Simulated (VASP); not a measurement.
Method: optB88-vdW, VASP's PBE PAW potentials (set 64) (plane waves; VASP).

VASP ran on this input.

INCAR:
```
AGGAC=0.0
ALGO=Normal
EDIFF=1E-7
EDIFFG=-0.01
ENCUT=520
GGA=BO
IBRION=2
ISIF=4
ISMEAR=1
LASPH=.TRUE.
LCHARG=.FALSE.
LREAL=.FALSE.
LUSE_VDW=.TRUE.
LWAVE=.FALSE.
NELM=100
NSW=30
PARAM1=0.1833333333
PARAM2=0.22
PREC=Accurate
SIGMA=0.1
SYSTEM=Mg
```

KPOINTS:
```
Automatic mesh
0
Gamma
13 13 7
0 0 0
```

POSCAR:
```
Mg
1.0
  1.5840065029  -2.7435801877   0.0000000000
  1.5840065029   2.7435801877   0.0000000000
  0.0000000000   0.0000000000   5.0414588413
Mg
2
Direct
  0.3333330000   0.6666670000   0.2500000000
  0.6666670000   0.3333330000   0.7500000000
```

POTCAR, in this order: Mg (PBE.64 set). Program: vasp_std.

Output

**OSZICAR**
```
       N       E                     dE             d eps       ncg     rms          rms(c)
DAV:   1     0.322198567161E+01    0.32220E+01   -0.12872E+03  1008   0.472E+02
DAV:   2     0.203618913808E+00   -0.30184E+01   -0.29550E+01  1380   0.286E+01
DAV:   3     0.180682755099E+00   -0.22936E-01   -0.22798E-01  1458   0.327E+00
DAV:   4     0.180605040476E+00   -0.77715E-04   -0.77709E-04  1422   0.156E-01
DAV:   5     0.180604482139E+00   -0.55834E-06   -0.55853E-06  1386   0.100E-02    0.843E-01
DAV:   6     0.169284464818E+00   -0.11320E-01   -0.45569E-03  1254   0.571E-01    0.558E-01
DAV:   7     0.158471166277E+00   -0.10813E-01   -0.19374E-02  1086   0.125E+00    0.447E-02
DAV:   8     0.158429369692E+00   -0.41797E-04   -0.12595E-04  1416   0.110E-01    0.987E-03
DAV:   9     0.158422866059E+00   -0.65036E-05   -0.74374E-06  1284   0.298E-02    0.291E-03
DAV:  10     0.158422294523E+00   -0.57154E-06   -0.10346E-06  1380   0.107E-02    0.542E-04
DAV:  11     0.158422320147E+00    0.25624E-07   -0.18595E-08   786   0.101E-03
   1 F= 0.15842232E+00 E0= 0.15915182E+00  d E =0.158422E+00
       N       E                     dE             d eps       ncg     rms          rms(c)
DAV:   1     0.157663444016E+00   -0.75885E-03   -0.19926E-03  1386   0.238E-01    0.141E-02
DAV:   2     0.157657457295E+00   -0.59867E-05   -0.11240E-05  1176   0.251E-02    0.961E-03
DAV:   3     0.157653256201E+00   -0.42011E-05   -0.56366E-06  1236   0.196E-02    0.390E-04
DAV:   4     0.157653233574E+00   -0.22627E-07   -0.13375E-08  1044   0.100E-03
   2 F= 0.15765323E+00 E0= 0.15831877E+00  d E =-.769087E-03
       N       E                     dE             d eps       ncg     rms          rms(c)
DAV:   1     0.157178073223E+00   -0.47518E-03   -0.57010E-03  1374   0.401E-01    0.235E-02
DAV:   2     0.157161290574E+00   -0.16783E-04   -0.32352E-05  1158   0.423E-02    0.160E-02
DAV:   3     0.157149565300E+00   -0.11725E-04   -0.15395E-05  1242   0.328E-02    0.632E-04
DAV:   4     0.157149523974E+00   -0.41326E-07   -0.34653E-08  1218   0.161E-03
   3 F= 0.15714952E+00 E0= 0.15754402E+00  d E =-.127280E-02
```

### OUTCAR
```
------------------------ aborting loop because EDIFF is reached ----------------------------------------
  FORCE on cell =-STRESS in cart. coord.  units (eV):
  Direction    XX          YY          ZZ          XY          YZ          ZX
  --------------------------------------------------------------------------------------
  Total        0.3251894      0.3251895      0.3340367      0.0000000      0.0000000      0.0000000
  in kB       11.8901181     11.8901221     12.2136075      0.0000000      0.0000000      0.0000000
  external PRESSURE =      11.9979493 kB  Pullay stress =       0.0000000 kB
  volume of cell :       43.82
      direct lattice vectors                 reciprocal lattice vectors
     1.575787610 -2.729344660  0.000000000     0.317301645 -0.183194159  0.000000000
     1.575787610  2.729344660  0.000000000     0.317301645  0.183194159 -0.000000000
    -0.000000000  0.000000000  5.094185805    -0.000000000 -0.000000000  0.196302223
 POSITION                                       TOTAL-FORCE (eV/Angst)
 -----------------------------------------------------------------------------------
      1.57579      0.90978      1.27355        -0.000000     -0.000000     -0.000000
      1.57579     -0.90978      3.82064         0.000000      0.000000      0.000000
 -----------------------------------------------------------------------------------
    total drift:                                0.000001     -0.000006      0.000001
  FREE ENERGIE OF THE ION-ELECTRON SYSTEM (eV)
  ---------------------------------------------------
  free  energy   TOTEN  =         0.1571495240 eV

  energy  without entropy=        0.1583330207  energy(sigma->0) =        0.15754402

 reached required accuracy - stopping structural energy minimisation
```
(Selected blocks of OUTCAR.)

CONTCAR:
```
Mg
   1.00000000000000
     1.5757876095864949   -2.7293446595542803    0.0000000000000000
     1.5757876095864949    2.7293446595542803    0.0000000000000000
    -0.0000000000000000    0.0000000000000000    5.0941858048587827
  Mg
     2
Direct
     0.3333330000000032    0.6666669999999968    0.2500000000000000
     0.6666669999999968    0.3333330000000032    0.7500000000000000
```

The compound is Mg in the hcp structure. This cell is one point of a volume scan, at 0.97 of the reference volume. Symmetry was kept, so distortions that lower it aren't found.
